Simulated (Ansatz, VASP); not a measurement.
# Zn11Si16O43 (glassy 59SiO2-41ZnO (mol %)) in two plane-wave programs

One calculation is typed for both programs; each brings its own data sets. How far apart do they land? The cell is taken from a series of runs on this material, whose earlier steps may have relaxed, scaled, displaced or heated it; both programs get it as it stands.

Main program and level: Ansatz 0.2.0; plane waves, with VASP 6.6.1 beside it; single point at PBEsol.

## (1) The structure

The cell holds 140 atoms: 32 Si, 22 Zn and 86 O. Its edges and angles: a = 12.245 Å, b = 12.245 Å, c = 12.245 Å, α = 90.0°, β = 90.0°, γ = 90.0°. As first built, before any earlier steps moved the atoms (in the runner's words): 140 atoms (32 Si, 22 Zn, 86 O) placed at random at 3.08 g/cm^3, melted at 4000 K for 10 ps at fixed volume with the Morse and Coulomb pair potential with partial charges (Pedone, Malavasi, Menziani, Cormack and Segre, J. Phys. Chem. B 110, 11780 (2006)). Quenched from 4000 K to 300 K at 50 K/ps and fixed volume, held 10 ps at zero pressure, then minimised at fixed cell.

## (2) VASP: single point, PBEsol

A single point gives forces, pressure and levels at one fixed geometry, so differences don't come from the geometry; what else differs is listed under the comparison.

Lines of VASP's logs that name or quote its potential files are left out, and so is its time.

The input, INCAR:

```
SYSTEM = Zn11Si16O43
PREC = Accurate
ENCUT = 600
EDIFF = 1E-06
NELM = 120
ISMEAR = 0
SIGMA = 0.025
LREAL = Auto
ALGO = Normal
GGA = PS
NBANDS = 552
LORBIT = 11
LWAVE = .FALSE.
LCHARG = .FALSE.
ISIF = 2
LASPH = .TRUE.
GGA_COMPAT = .FALSE.
EFERMI = MIDGAP
```

The input, POSCAR:

```
Zn11Si16O43
1.0
   12.2452800000      0.0000000000      0.0000000000
    0.0000000000     12.2452800000      0.0000000000
    0.0000000000      0.0000000000     12.2452800000
Si Zn O
32 22 86
Direct
    0.0903700000      0.0143100000      0.6948300000
    0.7759000000      0.6983100000      0.0496300000
    0.6799900000      0.2881100000      0.7048100000
    0.2231900000      0.0734500000      0.8964000000
    0.3994200000      0.5703000000      0.9384000000
    0.8446900000      0.1274500000      0.9270900000
    0.4310900000      0.4522900000      0.4826000000
    0.0927900000      0.7163000000      0.5116700000
    0.1906000000      0.3014800000      0.0251700000
    0.4430800000      0.9830300000      0.8441600000
    0.6412900000      0.1000200000      0.2654900000
    0.8956100000      0.6246300000      0.8303800000
    0.6832400000      0.6964000000      0.7050900000
    0.0038500000      0.7750600000      0.1174000000
    0.4361000000      0.2029100000      0.6990200000
    0.1938800000      0.9428200000      0.4763900000
    0.3725800000      0.8328700000      0.1850100000
    0.0998500000      0.7688700000      0.7488200000
    0.6802000000      0.9838800000      0.4914400000
    0.6430700000      0.2818800000      0.9606700000
    0.0778500000      0.2682300000      0.4298900000
    0.0390400000      0.4705600000      0.7158200000
    0.6633800000      0.7392100000      0.4442900000
    0.3382000000      0.7571700000      0.7838700000
    0.3866800000      0.0803200000      0.2693400000
    0.6895400000      0.4246800000      0.5069800000
    0.4517900000      0.6304900000      0.3220000000
    0.0264100000      0.0018100000      0.0450900000
    0.0438500000      0.9462500000      0.2846700000
    0.3212000000      0.2324400000      0.4699400000
[... 104 atom lines left out ...]
    0.7213500000      0.3131000000      0.4347000000
    0.0450600000      0.8183300000      0.2359400000
    0.6389400000      0.8685800000      0.4397300000
    0.3547400000      0.9498200000      0.2566300000
    0.0125200000      0.8705000000      0.0291000000
    0.3892000000      0.4785600000      0.6010100000
```

The input, KPOINTS:

```
Automatic mesh
0
Gamma
1 1 1
0 0 0
```

Potentials, in the order of the species: Si, Zn and O (PBE family, release 64).

On the command line:

```sh
$ export OMP_NUM_THREADS=4
$ mpirun -np 1 vasp_gam
```

Numbers of over 12 decimals in the logs are rounded to 6 here.

The program printed:

```text
[banner, memory and clock lines left out]
running    1 mpi-ranks, on    1 nodes
[...]
Offloading initialized ...    1 GPUs detected
[...]
|                                                                             |
|               ----> ADVICE to this user running VASP <----                  |
|                                                                             |
|     You enforced a specific xc type in the INCAR file but a different       |
|     [... a line on the potential file left out ...]
|     I HOPE YOU KNOW WHAT YOU ARE DOING!                                     |
|                                                                             |

 LDA part: xc-table for (Slater+PW92), standard interpolation
 POSCAR, INCAR and KPOINTS ok, starting setup
[...]
entering main loop
       N       E                     dE             d eps       ncg     rms          rms(c)
DAV:   1     0.171096542033E+05    0.17110E+05   -0.46961E+05  1104   0.224E+03
DAV:   2     0.241869584913E+04   -0.14691E+05   -0.14159E+05  1184   0.628E+02
DAV:   3    -0.813775104949E+03   -0.32325E+04   -0.30844E+04  1184   0.280E+02
DAV:   4    -0.111054730997E+04   -0.29677E+03   -0.29342E+03  1264   0.949E+01
[...]
DAV:  21    -0.982874520965E+03   -0.32219E-06   -0.22647E-05  1280   0.177E-02    0.829E-03
DAV:  22    -0.982874521960E+03   -0.99460E-06   -0.11798E-05  1136   0.100E-02    0.665E-03
DAV:  23    -0.982874521985E+03   -0.25240E-07   -0.13268E-06   800   0.103E-02
   1 F= -.98287452E+03 E0= -.98287452E+03  d E =0.000000E+00
```

From OUTCAR (step 2):

```text
  Total       -8.6150275     -7.8721732     -4.6703692      4.5412817     -6.0589469    -12.9293699
  in kB       -7.5172863     -6.8690877     -4.0752629      3.9626240     -5.2869057    -11.2818880
  external PRESSURE =      -6.1538790 kB  Pullay stress =       0.0000000 kB

 POSITION                                       TOTAL-FORCE (eV/Angst)
 -----------------------------------------------------------------------------------
[...]
2.34313      0.65414      9.41013         0.794428      1.436172      0.968893
     11.62959      5.00942      0.96921         0.068094     -0.171804      0.137765
     11.87474      2.75617      6.05431        -0.094026     -0.400516     -0.859381
      8.45120      9.71259      0.08302        -0.335154     -0.279180      0.112507
     10.65486      9.21384      1.58209         0.728431     -0.005061      0.012844
      4.89823      8.62949     10.96430        -0.634903      0.827528     -0.724713
      1.06485      4.89187      5.12306        -0.327396      1.165204      0.221953
      4.63643      2.17599      7.08059         0.203816      0.231482     -0.590840
      4.35663      8.30916      8.31295         0.019999      0.450364      0.587451
     10.52788      2.97058      3.38888         1.153832      0.223999      0.091806
      1.80508      4.70072     11.38333        -0.723627     -0.103500      0.665499
      1.47874      0.37789     11.78829         0.376116     -0.029126      0.125848
     11.95323      6.72952      3.68203         0.581133     -0.016183      0.031627
[...]
-----------------------------------------------------------------------------------
    total drift:                               -0.025343      0.025890      0.031833

  FREE ENERGIE OF THE ION-ELECTRON SYSTEM (eV)
  ---------------------------------------------------
  free  energy   TOTEN  =      -982.8745219853 eV

  energy  without entropy=     -982.8745219853  energy(sigma->0) =     -982.87452199

[... 3 further parts left out ...]
[key lines of the parts left out:]
E-fermi :   2.7104
```

The run ends at a pressure of -0.62 GPa, with forces up to 4.1 eV/Å.

## (3) Ansatz: single point, PBEsol

Ansatz runs on its default PAW (the set named soft_2) files.

The same cell, functional, mesh and smearing now go to Ansatz, which takes its cutoff from its data sets.

The input, input.yaml:

```yaml
crystal:
  lattice:
    - [12.24528, 0.0, 0.0]
    - [0.0, 12.24528, 0.0]
    - [0.0, 0.0, 12.24528]
  atoms:
    - { symbol: Si, position: [0.09037, 0.01431, 0.69483] }
    - { symbol: Si, position: [0.7759, 0.69831, 0.04963] }
    - { symbol: Si, position: [0.67999, 0.28811, 0.70481] }
    - { symbol: Si, position: [0.22319, 0.07345, 0.8964] }
    - { symbol: Si, position: [0.39942, 0.5703, 0.9384] }
    - { symbol: Si, position: [0.84469, 0.12745, 0.92709] }
    - { symbol: Si, position: [0.43109, 0.45229, 0.4826] }
    - { symbol: Si, position: [0.09279, 0.7163, 0.51167] }
    - { symbol: Si, position: [0.1906, 0.30148, 0.02517] }
    - { symbol: Si, position: [0.44308, 0.98303, 0.84416] }
    - { symbol: Si, position: [0.64129, 0.10002, 0.26549] }
    - { symbol: Si, position: [0.89561, 0.62463, 0.83038] }
    - { symbol: Si, position: [0.68324, 0.6964, 0.70509] }
    - { symbol: Si, position: [0.00385, 0.77506, 0.1174] }
    - { symbol: Si, position: [0.4361, 0.20291, 0.69902] }
    - { symbol: Si, position: [0.19388, 0.94282, 0.47639] }
    - { symbol: Si, position: [0.37258, 0.83287, 0.18501] }
    - { symbol: Si, position: [0.09985, 0.76887, 0.74882] }
    - { symbol: Si, position: [0.6802, 0.98388, 0.49144] }
    - { symbol: Si, position: [0.64307, 0.28188, 0.96067] }
    - { symbol: Si, position: [0.07785, 0.26823, 0.42989] }
    - { symbol: Si, position: [0.03904, 0.47056, 0.71582] }
    - { symbol: Si, position: [0.66338, 0.73921, 0.44429] }
    - { symbol: Si, position: [0.3382, 0.75717, 0.78387] }
    - { symbol: Si, position: [0.38668, 0.08032, 0.26934] }
    - { symbol: Si, position: [0.68954, 0.42468, 0.50698] }
    - { symbol: Si, position: [0.45179, 0.63049, 0.322] }
    - { symbol: Si, position: [0.02641, 0.00181, 0.04509] }
    - { symbol: Si, position: [0.04385, 0.94625, 0.28467] }
    - { symbol: Si, position: [0.3212, 0.23244, 0.46994] }
[... 104 atom lines left out ...]
    - { symbol: O, position: [0.72135, 0.3131, 0.4347] }
    - { symbol: O, position: [0.04506, 0.81833, 0.23594] }
    - { symbol: O, position: [0.63894, 0.86858, 0.43973] }
    - { symbol: O, position: [0.35474, 0.94982, 0.25663] }
    - { symbol: O, position: [0.01252, 0.8705, 0.0291] }
    - { symbol: O, position: [0.3892, 0.47856, 0.60101] }
kpoints:
  mp_grid: { grid: [1, 1, 1] }
hamiltonian:
  xc: pbesol
scf:
  occupations: { method: gaussian, width: 0.025 }
output:
  forces: true
  stress: true
  populations: true
  dos:
    method: { smearing: { sigma: 0.1 } }
    de: 0.1
    projected: { site_lists: { O: [O], Si: [Si], Zn: [Zn] } }
  eigenvalues: true
  write_density: true
  write_potential: true
  volumetric_format: npy
```

On the command line:

```sh
$ ansatz run input.yaml --threads 4 --pin off --max-ram 8192MiB --backend cpu --events-out ev --progress --plain --runs-dir out
```

The program printed:

```text
Engine: ansatz 0.2.0, aarch64-unknown-linux-gnu
Pseudopotentials: kind: paw
Pseudopotential: Si, paw, valence charge 4, recommended cutoff 420 eV (normal), Si.paw.azcp
Pseudopotential: Zn, paw, valence charge 12, recommended cutoff 420 eV (normal), Zn.paw.azcp
Pseudopotential: O, paw, valence charge 6, recommended cutoff 420 eV (normal), O.paw.azcp
Functional definition: PBEsol
  exchange = pbesol_x
  correlation = pbesol_c
Crystal: 140 atoms, lattice volume = 1836.142 Å³
Basis set: ecut = 420 eV, 35825 PW (Γ), exchange–correlation on 180×180×180 points (8 copies of the dense FFT grid, shifted against one another)
Bands: 594, of which v1, the nominal top of the filled ones, is band 454 counted from 1 (453 counted from 0)
Symmetry: 1 space group operations
Space group: P1 (ITA 1), of the structure as read, at distance tolerance 1.2e-4 Å
k-points: 1
Non-local potential: Si, projectors of the file, l = 0: 2, l = 1: 2, l = 2: 2
Non-local potential: Zn, projectors of the file, l = 0: 2, l = 1: 2, l = 2: 3, l = 3: 1
Non-local potential: O, projectors of the file, l = 0: 2, l = 1: 2, l = 2: 1
PAW form: soft (Blöchl's): semilocal exchange-correlation on the pseudo side does not see the compensation charge
PAW frozen core: Si, regenerated for the run's functional, and the local potential with it (the file was generated under x = pbe(κ = 0.804, μ = 0.219515), c = pbe(β = 0.066725))
PAW frozen core: Zn, regenerated for the run's functional, and the local potential with it (the file was generated under x = pbe(κ = 0.804, μ = 0.219515), c = pbe(β = 0.066725))
PAW frozen core: O, regenerated for the run's functional, and the local potential with it (the file was generated under x = pbe(κ = 0.804, μ = 0.219515), c = pbe(β = 0.066725))
PAW one-centre angular grid: Si, 110 points (default); XC on 64 Gauss nodes
PAW one-centre angular grid: Zn, 590 points (default); XC on 64 Gauss nodes
PAW one-centre angular grid: O, 110 points (default); XC on 64 Gauss nodes
Initial density: superposition of atomic densities (neutral atoms: chi_scale 0, normalization atom), corrected by the library's trained network
Initial wavefunctions: pseudopotential atomic-orbital guess
Functional: x = pbesol(κ = 0.804, μ = 0.123457), c = pbesol(β = 0.046)
SCF iter   1: F=—  HF=-140398.970419 eV  |F-HF|=—  |Δ(HF+E_count)|=         —  Δρ=1.25e-2  dr2=2.33e0  ethr=1.77e-3  ⟨swp⟩=6.0  Hψ=2593  notcnv=0  defer=37
preconditioner: auto → Resta (q_TF=auto, 2.426 Å⁻¹)  ε∞=4.2  [insulator: Δε(μ)=2.290 eV  Ē_g=14.559 eV  σ=0.025 eV  W_gap=1.00  n_scr=460 (ndim 8)  ℏωp=26.1 eV  f_vac=0.147  D(μ)=0.00/eV (n_scr^D=0)  ε∞_Penn≈4.2]
SCF iter   2: F=—  HF=-140398.302340 eV  |F-HF|=—  |Δ(HF+E_count)|=   6.68e-1  Δρ=1.96e-3  dr2=7.59e-2  ethr=2.56e-4  ⟨swp⟩=2.0  Hψ=1081  notcnv=0  defer=135
SCF iter   3: F=—  HF=-140398.296319 eV  |F-HF|=—  |Δ(HF+E_count)|=   6.02e-3  Δρ=9.79e-4  dr2=2.97e-2  ethr=8.36e-6  ⟨swp⟩=2.0  Hψ=691  notcnv=0  defer=135
SCF iter   4: F=—  HF=-140398.294456 eV  |F-HF|=—  |Δ(HF+E_count)|=   1.86e-3  Δρ=5.94e-4  dr2=6.90e-3  ethr=3.27e-6  ⟨swp⟩=2.0  Hψ=832  notcnv=0  defer=135
SCF iter   5: F=—  HF=-140398.293094 eV  |F-HF|=—  |Δ(HF+E_count)|=   1.36e-3  Δρ=1.68e-4  dr2=6.91e-4  ethr=7.60e-7  ⟨swp⟩=2.0  Hψ=856  notcnv=0  defer=135
SCF iter   6: F=—  HF=-140398.293271 eV  |F-HF|=—  |Δ(HF+E_count)|=   1.77e-4  Δρ=1.38e-4  dr2=2.71e-4  ethr=7.61e-8  ⟨swp⟩=2.0  Hψ=862  notcnv=0  defer=135
SCF iter   7: F=—  HF=-140398.293265 eV  |F-HF|=—  |Δ(HF+E_count)|=   5.72e-6  Δρ=2.88e-5  dr2=1.62e-5  ethr=2.99e-8  ⟨swp⟩=2.0  Hψ=834  notcnv=0  defer=135
SCF iter   8: F=—  HF=-140398.297474 eV  |F-HF|=—  |Δ(HF+E_count)|=   4.21e-3  Δρ=1.96e-5  dr2=6.57e-6  ethr=1.78e-9  ⟨swp⟩=2.0  Hψ=1048  notcnv=0  defer=135
SCF iter   9: F=—  HF=-140398.297478 eV  |F-HF|=—  |Δ(HF+E_count)|=   3.77e-6  Δρ=6.47e-6  dr2=7.83e-7  ethr=7.23e-10  ⟨swp⟩=2.0  Hψ=897  notcnv=0  defer=135
SCF iter  10: F=—  HF=-140398.297479 eV  |F-HF|=—  |Δ(HF+E_count)|=   6.41e-7  Δρ=4.18e-6  dr2=2.83e-7  ethr=8.63e-11  ⟨swp⟩=2.0  Hψ=913  notcnv=0  defer=135
SCF iter  11: F=-140398.297479 eV  HF=-140398.297479 eV  |F-HF|=3.98e-8  |Δ(HF+E_count)|=   8.64e-8  Δρ=1.65e-6  dr2=5.48e-8  ethr=1.10e-11  ⟨swp⟩=16.0  Hψ=5260  notcnv=0
SCF 1 converged in 11 iterations: F = -140398.297479 eV  dr2 = 5.48e-8
  greatest PAW one-centre occupation: 0.992 electrons in one spin orbital (limit 2), on the Zn atom at site 43 (counted from 0), in its partial waves of l = 2
SCF converged after 11 iterations
Free energy (F): -140398.297479 eV
Harris-Foulkes:  -140398.297479 eV  (|F-HF|=3.98e-8)
Internal energy: -140398.297479 eV  (E = F + TS)
E sigma→0 (E₀):  -140398.297479 eV
Fermi energy:    5.375681 eV
--- Per-component energies (eV) ---
  E_band       = -2475.999794
  E_kinetic    = 19510.055125
  E_local      = -90065.243489  (includes V_loc(G=0)·N_el)
[...]
--- Löwdin populations: 140 sites ---
  site symbol       q [e]
     0     Si      2.2640
     1     Si      2.3495
     2     Si      2.3023
     3     Si      2.2419
     4     Si      2.3966
     5     Si      2.3394
     6     Si      2.2858
     7     Si      2.3312
     8     Si      2.4547
     9     Si      2.3033
    10     Si      2.3186
    11     Si      2.2530
    12     Si      2.3711
    13     Si      2.3259
    14     Si      2.3326
    15     Si      2.3051
    16     Si      2.3347
    17     Si      2.2423
    18     Si      2.3768
    19     Si      2.3455
    20     Si      2.3342
    21     Si      2.4192
    22     Si      2.3299
    23     Si      2.3452
[...]
132      O      6.9776
   133      O      6.9855
   134      O      6.7741
   135      O      6.7553
   136      O      6.7863
   137      O      6.7765
   138      O      6.7844
   139      O      6.9589
  spilling = 0.011479 (of n_electrons = 908.000000)
```

In the SCF lines HF is the Harris–Foulkes energy and dr2 the Hartree energy of the density residual, in eV; the loop may stop once dr2 is under the threshold and the program's other checks hold. Hψ counts applications of the Hamiltonian.

## (4) Comparison

Known differences besides the potentials themselves: the cutoff is 420 eV in Ansatz and 600 eV in VASP (PREC = Accurate, projectors in real space); Ansatz makes its cores anew for this functional, VASP keeps those of its PBE data sets. Total energies have different zeros and are not compared.

Compared:

```csv
quantity,Ansatz,VASP,difference
pressure (GPa),-1.08,-0.62,-0.47
gap on the k mesh (eV),2.228,2.213,+0.015
```

Forces on 10 of the 140 atoms, those with the largest forces and the largest differences (eV/Å; atoms numbered as in POSCAR):

```csv
atom,"Ansatz x, y, z","VASP x, y, z"
Si1,"-2.146, 2.524, -0.525","-2.181, 2.585, -0.545"
Si8,"-2.083, 1.424, -1.192","-2.082, 1.400, -1.210"
Si16,"2.722, -0.450, -2.593","2.735, -0.422, -2.673"
Si17,"-2.077, 0.955, 1.762","-2.106, 0.982, 1.832"
Si19,"-2.048, 1.466, -1.476","-2.064, 1.509, -1.545"
Si20,"1.310, -3.862, -0.366","1.350, -3.895, -0.374"
Zn42,"-1.072, -1.290, -1.824","-1.110, -1.332, -1.932"
O97,"-2.039, 1.606, 0.118","-2.114, 1.658, 0.153"
O115,"0.656, -0.501, -0.624","0.759, -0.520, -0.679"
O124,"0.940, 1.250, 1.590","1.064, 1.275, 1.598"
```

The forces differ by 35 meV/Å r.m.s., which is 3.8 % of the r.m.s. force of 0.921 eV/Å (both taken over all components). A gap on the mesh is an upper bound, since the band edges may lie between its points.

## (5) Summary of results

```json
{
  "r.m.s. force difference (single point, PBEsol)": "3.8 % of the r.m.s. force"
}
```

In words: The r.m.s. force difference is 3.8 % of the r.m.s. force (single point, PBEsol), beyond the 3 % picked in this series as the mark of a large difference. What causes the difference of the single point, PBEsol pair stays open here. How closely two codes agree says nothing of how well the functional describes the real material.

[Lines on the potential files, build, host, timing and source positions are cut from VASP's logs without a mark.]

[Logs are printed without paths, hosts, clocks, repeated set-up lines and the standing remarks that a program may print on its own settings, such as how far it seeks lower states.]

[Hosts, paths, dates, database ids (printed as entryN), source tags and the programs' standing remarks are cut or masked in the printed files.]
